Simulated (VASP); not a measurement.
Here is the system:

```xyz
4
Lattice="3.7813 0.0000 0.0000 0.0000 3.7813 0.0000 0.0000 0.0000 3.7813" Properties=species:S:1:pos:R:3 pbc="T T T"
Cu     0.0000     1.8906     1.8906
Cu     1.8906     0.0000     1.8906
Cu     1.8906     1.8906     0.0000
Au     0.0000     0.0000     0.0000
```

Calculation: optB88-vdW, VASP's PBE PAW potentials (set 64) (plane waves; VASP). Numerical set-up: 520 eV cut-off, Gaussian smearing of 0.050 eV, potentials Cu Au.

Unless said otherwise, spin-orbit coupling is left out, though it shifts the bands of the heavy elements here.

Problem. Predict the band gap (along the path) with the smallest direct gap where there is one.

Solution. 
```
Item                                                         Result
-------------------------  ----------------------------------------
band gap (along the path)  none (metal, semimetal or under 0.01 eV)
```

The absolute energy has meaning only against runs of the same code, potentials and settings.

The compound is Cu3Au in the L1_2 structure. It was relaxed first.
